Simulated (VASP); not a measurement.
An input for Quantum ESPRESSO's pw.x (written as the equivalent of a VASP run, and not itself run):

```
&CONTROL
  calculation = 'scf'
  pseudo_dir = './pseudo'
  outdir = './out'
  tprnfor = .true.
  tstress = .true.
/
&SYSTEM
  ibrav = 0
  nat = 2
  ntyp = 1
  ecutwfc = 96
  occupations = 'tetrahedra'
  input_dft = 'rpbe'
  nspin = 2
  starting_magnetization(1) = 0.17
/
&ELECTRONS
  conv_thr = 7.3e-09
  electron_maxstep = 100
/
ATOMIC_SPECIES
  Co 58.933 Co.upf
CELL_PARAMETERS angstrom
     1.2575651   -2.1781669   -0.0000000
     1.2575651    2.1781669   -0.0000000
     0.0000000    0.0000000    4.0707027
ATOMIC_POSITIONS crystal
  Co   0.3333330  0.6666670  0.2500000
  Co   0.6666670  0.3333330  0.7500000
K_POINTS automatic
  19 19 10 0 0 0
```

### Question
Translate this input to VASP (INCAR, KPOINTS, POSCAR, choice of POTCAR).

### Answer
One answer among several that fit: 
KPOINTS:
```
Automatic mesh
0
Gamma
19 19 10
0 0 0
```

### INCAR
```
LWAVE  =  .FALSE.
NEDOS  =  601   ! DOS grid
LCHARG  =  .TRUE.
ENCUT  =  520
EDIFF  =  1E-7   ! SCF stop (eV)
LREAL  =  .FALSE.   ! projection in real space or not
LMAXMIX  =  4   ! l cut-off of mixed one-centre charges
ISIF  =  2
PREC  =  Accurate
LORBIT  =  11   ! lm-projected
NELM  =  100   ! most electronic steps
MAGMOM  =  2*1.7
SYSTEM  =  Co
ALGO  =  Normal   ! blocked Davidson
LASPH  =  .TRUE.   ! aspherical one-centre terms
GGA  =  RP
ISMEAR  =  -5   ! tetrahedra, Bloechl
ISPIN  =  2   ! spin-polarised
```

POSCAR:
```
Co
4.0707030
  0.3089306889  -0.5350837076   0.0000000000
  0.3089306889   0.5350837076   0.0000000000
  0.0000000000   0.0000000000   0.9999999214
Co
2
direct
  0.3333330000   0.6666670000   0.2500000000
  0.6666670000   0.3333330000   0.7500000000
```

POTCAR, in this order: Co (PBE.64 set). Program: vasp_std.

What does not carry over: the potentials are each code's own (VASP's PAW set, PseudoDojo norm-conserving files in pw.x), so ENCUT and ecutwfc are chosen apart and not converted; conv_thr bounds pw.x's estimated SCF error, while EDIFF bounds the energy change between steps; starting_magnetization is a fraction of the valence charge and MAGMOM a moment in μB, so they match only roughly.

The compound is Co in the hcp structure. It was relaxed first.
